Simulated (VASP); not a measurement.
# Cd2Ni (P6/mmm) in VASP: a series of runs, part 2 of 2

VASP 6.6.1. Earlier steps stand in the parts before.

**3. Relaxation of cell and atoms, r2SCAN+rVV10, collinear spin, ferromagnetic start**

INCAR reads:

```
PREC = Accurate
ENCUT = 600
EDIFF = 1E-6
ISMEAR = 1
SIGMA = 0.1
LREAL = False
LASPH = True
NELM = 120
ALGO = Normal
ISIF = 3
LWAVE = False
LCHARG = False
ISPIN = 2
MAGMOM = 0 0 1
LORBIT = 11
LMAXMIX = 4
METAGGA = R2SCAN
LMIXTAU = True
LUSE_VDW = True
IVDW_NL = 2
BPARAM = 11.95
CPARAM = 0.0093
IBRION = 2
NSW = 40
EDIFFG = -0.005
```

KPOINTS reads:

```
Automatic mesh
0
Gamma
  7 7 8
```

POSCAR reads:

```
Cd2Ni
1.0
    4.5335227100      0.0000000000      0.0000000000
   -2.2667613600      3.9261458400      0.0000000000
    0.0000000000      0.0000000000      3.2055296000
Cd Ni
2 1
Direct
    0.3333333300      0.6666666700      0.5000000000
    0.6666666700      0.3333333300      0.5000000000
    0.0000000000      0.0000000000      0.0000000000
```

Potentials or basis: VASP PAW PBE potentials, release 64 (Cd, Ni).

Launch:

```sh
$ cat potpaw_PBE.64/Cd/POTCAR potpaw_PBE.64/Ni/POTCAR > POTCAR
$ mpirun -np 1 vasp_std > vasp.out
```

OUTCAR:

```text
PREC = Accurate
   ENCUT = 600
   EDIFF = 1E-6
   ISMEAR = 1
   LREAL = False
   LASPH = True
   NELM = 120
   ISIF = 3
   ISPIN = 2
   LORBIT = 11
   METAGGA = R2SCAN
   IVDW_NL = 2
   BPARAM = 11.95
   IBRION = 2
   NSW = 40
   EDIFFG = -0.005

 ion  position               nearest neighbor table
   1  0.333  0.667  0.500-   2 2.62   2 2.62   2 2.62   3 3.07   3 3.07   3 3.07   3 3.07   3 3.07
                             3 3.07
   2  0.667  0.333  0.500-   1 2.62   1 2.62   1 2.62   3 3.07   3 3.07   3 3.07   3 3.07   3 3.07
                             3 3.07
   3  0.000  0.000  0.000-   1 3.07   2 3.07   1 3.07   2 3.07   2 3.07   2 3.07   1 3.07   1 3.07
                             2 3.07   2 3.07   1 3.07   1 3.07

  LATTYP: Found a hexagonal cell.
 ALAT       =     4.5335227100
 C/A-ratio  =     0.7070725802

  Lattice vectors:

 A1 = (   4.5335227100,   0.0000000000,   0.0000000000)
 A2 = (  -2.2667613600,   3.9261458400,   0.0000000000)
 A3 = (   0.0000000000,   0.0000000000,   3.2055296000)

Analysis of symmetry for initial positions (statically):
=====================================================================
 Subroutine PRICEL returns:
 Original cell was already a primitive cell.

 Routine SETGRP: Setting up the symmetry group for a
 hexagonal supercell.

 Subroutine GETGRP returns: Found 24 space group operations
 (whereof 24 operations were pure point group operations)
 out of a pool of 24 trial point group operations.

The static configuration has the point symmetry D_6h.

Analysis of symmetry for dynamics (positions and initial velocities):
=====================================================================
 Subroutine PRICEL returns:
 Original cell was already a primitive cell.

 Routine SETGRP: Setting up the symmetry group for a
 hexagonal supercell.

 Subroutine GETGRP returns: Found 24 space group operations
 (whereof 24 operations were pure point group operations)
 out of a pool of 24 trial point group operations.

The dynamic configuration has the point symmetry D_6h.

Analysis of structural, dynamic, and magnetic symmetry:
=====================================================================
 Subroutine PRICEL returns:
 Original cell was already a primitive cell.

 Routine SETGRP: Setting up the symmetry group for a
 hexagonal supercell.

 Subroutine GETGRP returns: Found 24 space group operations
 (whereof 24 operations were pure point group operations)
 out of a pool of 24 trial point group operations.

The overall configuration has the point symmetry D_6h.

 Subroutine INISYM returns: Found 24 space group operations
 (whereof 24 operations are pure point group operations),
 and found     1 'primitive' translations

----------------------------------------------------------------------------------------

                                     Primitive cell

  volume of cell :      57.0561

  direct lattice vectors                    reciprocal lattice vectors
     4.533522710  0.000000000  0.000000000     0.220579021  0.127351357  0.000000000
    -2.266761360  3.926145840  0.000000000     0.000000000  0.254702714  0.000000000
     0.000000000  0.000000000  3.205529600     0.000000000  0.000000000  0.311960932

  length of vectors
     4.533522710  4.533522716  3.205529600     0.254702714  0.254702714  0.311960932

  position of ions in fractional coordinates (direct lattice)
     0.333333330  0.666666670  0.500000000
[... 72 lines left out ...]
   ISTART =      0    job   : 0-new  1-cont  2-samecut
   ICHARG =      2    charge: 1-file 2-atom 10-const
   ISPIN  =      2    spin polarized calculation?
   LNONCOLLINEAR =      F non collinear calculations
   LSORBIT =      F    spin-orbit coupling
   LASPH  =      T    aspherical Exc in radial PAW
   ENCUT  =  600.0 eV  44.10 Ry    6.64 a.u.   9.05  9.05  6.40*2*pi/ulx,y,z
   NELM   =    120;   NELMIN=  2; NELMDL= -5     # of ELM steps
   EDIFF  = 0.1E-05   stopping-criterion for ELM
   LREAL  =      F    real-space projection
   EDIFFG = -.5E-02   stopping-criterion for IOM
   NSW    =     40    number of steps for IOM
   IBRION =      2    ionic relax: 0-MD 1-quasi-New 2-CG
   NFREE  =      1    steps in history (QN), initial steepest desc. (CG)
   ISIF   =      3    stress and relaxation
   ISYM   =      2    0-nonsym 1-usesym 2-fastsym
   POTIM  = 0.5000    time-step for ionic-motion
   TEBEG  =    0.0;   TEEND  =   0.0 temperature during run
   PSTRESS=    0.0 pullay stress
   NELECT =      34.0000    total number of electrons
   NUPDOWN=      -1.0000    fix difference up-down
   EMIN   =  10.00;   EMAX   =-10.00  energy-range for DOS
   EFERMI =   0.00;   METHOD = LEGACY
   ISMEAR =     1;   SIGMA  =   0.10  broadening in eV -4-tet -1-fermi 0-gaus
   EFERMI_NEDOS =   21; number of points for ismear=-14 and -15
   IALGO  =     38    algorithm
   IMIX   =      4    mixing-type and parameters
     AMIX     =   0.40;   BMIX     =  1.00
     AMIX_MAG =   1.60;   BMIX_MAG =  1.00
  volume/ion in A,a.u.               =      19.02       128.34
  Fermi-wavevector in a.u.,A,eV,Ry     =   1.377634  2.603350 25.822157  1.897875
  Thomas-Fermi vector in A             =   2.502769
   LORBIT       =     11    0 simple, 1 ext, 2 COOP (PROOUT), +10 PAW based schemes
   METAGGA = R2SCAN    functional components
   LHFCALC =     F    Hartree Fock is set to
   AEXX    =    0.0000 exact exchange contribution
   IVDW_NL    =     2    kernel type
   BPARAM     =11.9500
   IVDW    =     0    specifies the selected vdW correction
   LEPSILON=     F    determine dielectric tensor
   LRPA    =     F    only Hartree local field effects (RPA)
 conjugate gradient relaxation of ions
 spin polarized calculation
 Methfessel and Paxton  Order N= 1 SIGMA  =   0.10
  energy-cutoff  :      600.00
  volume of cell :       57.06
 maximum number of plane-waves:      1956
   NGX = 19   NGY = 19   NGZ = 13

--------------------------------------- Ionic step        1  -------------------------------------------

 number of electron      33.9999990 magnetization       0.0204334

 Free energy of the ion-electron system (eV)
  ---------------------------------------------------
  ext. energy  EPLUGINS =         0.00000000
  ---------------------------------------------------
  free energy    TOTEN  =       -49.95743554 eV

  energy without entropy =      -49.95681149  energy(sigma->0) =      -49.95722753

------------------------ aborting loop because EDIFF is reached ----------------------------------------

  FORCE on cell =-STRESS in cart. coord.  units (eV):
  Direction    XX          YY          ZZ          XY          YZ          ZX
  --------------------------------------------------------------------------------------
  -------------------------------------------------------------------------------------
  Total       -0.2508358     -0.2508358     -5.6618024      0.0000000      0.0000000     -0.0000000
  in kB       -7.0436554     -7.0436554   -158.9876088      0.0000000      0.0000000     -0.0000000
  external PRESSURE =     -57.6916399 kB  Pullay stress =       0.0000000 kB
[... 252 lines left out ...]
--------------------------------------- Ionic step        8  -------------------------------------------

 number of electron      33.9999994 magnetization       0.0000001

 Free energy of the ion-electron system (eV)
  ---------------------------------------------------
  ext. energy  EPLUGINS =         0.00000000
  ---------------------------------------------------
  free energy    TOTEN  =       -50.42825991 eV

  energy without entropy =      -50.42940786  energy(sigma->0) =      -50.42864256

 E-fermi :   4.3103     XC(G=0): -12.8240

 val. band max:        4.2674154645   @ k =   0.2857   0.1429   0.3750
 cond. band min:       4.3752614981   @ k =   0.2857   0.0000   0.5000
 fundamental gap:      0.1078460337
 Fermi energy:         4.3103038531

 spin component 1

 k-point     1 :       0.0000    0.0000    0.0000
  band No.  band energies     occupation
      1      -6.3564      1.00000
      2      -5.6414      1.00000
      3      -5.4096      1.00000
      4      -5.4096      1.00000
      5      -5.1991      1.00000
      6      -5.1169      1.00000
[... 589 lines left out ...]
     21      11.2551      0.00000
     22      12.7196      0.00000

 [... further k-points ...]

 spin component 2

 k-point     1 :       0.0000    0.0000    0.0000
  band No.  band energies     occupation
      1      -6.3564      1.00000
      2      -5.6414      1.00000
      3      -5.4096      1.00000
      4      -5.4096      1.00000
      5      -5.1991      1.00000
      6      -5.1169      1.00000
[... 621 lines left out ...]
  FREE ENERGIE OF THE ION-ELECTRON SYSTEM (eV)
  ---------------------------------------------------
  free  energy   TOTEN  =       -50.4282599115 eV

  energy  without entropy=      -50.4294078567  energy(sigma->0) =      -50.42864256

 reached required accuracy - stopping structural energy minimisation

 total charge

# of ion       s       p       d       tot
------------------------------------------
    1        0.527   0.414   9.497  10.438
    2        0.527   0.414   9.497  10.438
    3        0.348   0.289   8.408   9.044
--------------------------------------------------
tot          1.401   1.117  27.402  29.920

 magnetization (x)

# of ion       s       p       d       tot
------------------------------------------
    1        0.000   0.000  -0.000   0.000
    2        0.000   0.000  -0.000   0.000
    3       -0.000  -0.000   0.000   0.000
--------------------------------------------------
tot         -0.000   0.000   0.000   0.000
```

Run time: 46 min. Hardware: 1 thread of Intel Xeon Platinum 8259CL at 2.50GHz (Skylake/Cascade Lake), shared host; peak memory 0.45 GiB.

What came out:

```yaml
Free_energy: -50.4283 eV
Relaxed_volume: 16.90 Å³/atom
Relaxed_cell: a = 4.580 Å, b = 4.580 Å, c = 2.792 Å, α = 90.00°, β = 90.00°, γ = 120.00°
Space_group_after_relaxing_to_0.05_Å: P6/mmm (No. 191)
Energy_gained_by_relaxing: 156.9 meV/atom
Ionic_steps: 8
Pressure_after_relaxing: 0.0 GPa
Band_gap_on_the_k_mesh: none (metal or under the smearing width)
Net_moment: 0.00 μB per cell
Valence_electrons_inside_the_program's_atomic_spheres: Cd 10.44; Ni 9.04
```

The path:
| step | energy change (eV) | largest force (eV/Å) | pressure (GPa) | volume (Å³) |
| --- | --- | --- | --- | --- |
| 1 | 0.0000 | 0.0000 | -5.77 | 57.06 |
| 2 | -0.4036 | 0.0000 | -0.56 | 51.44 |
| 3 | -0.4467 | 0.0000 | 2.56 | 49.66 |
| 4 | -0.4473 | 0.0000 | 3.24 | 49.36 |
| 5 | -0.4592 | 0.0000 | -0.78 | 51.07 |
| 6 | -0.4697 | 0.0000 | 0.68 | 50.36 |
| 7 | -0.4707 | 0.0000 | -0.17 | 50.82 |
| 8 | -0.4708 | 0.0000 | -0.02 | 50.71 |

Final structure:
```
Cd Ni
1.0
     4.57955    0.00000    0.00000
    -2.28978    3.96601    0.00000
     0.00000    0.00000    2.79192
Cd Ni
2 1
Direct
  0.33333 0.66667 0.50000
  0.66667 0.33333 0.50000
  0.00000 0.00000 0.00000
```

Caveat: the PAW data sets were made with another functional, which shifts forces and pressure a little.
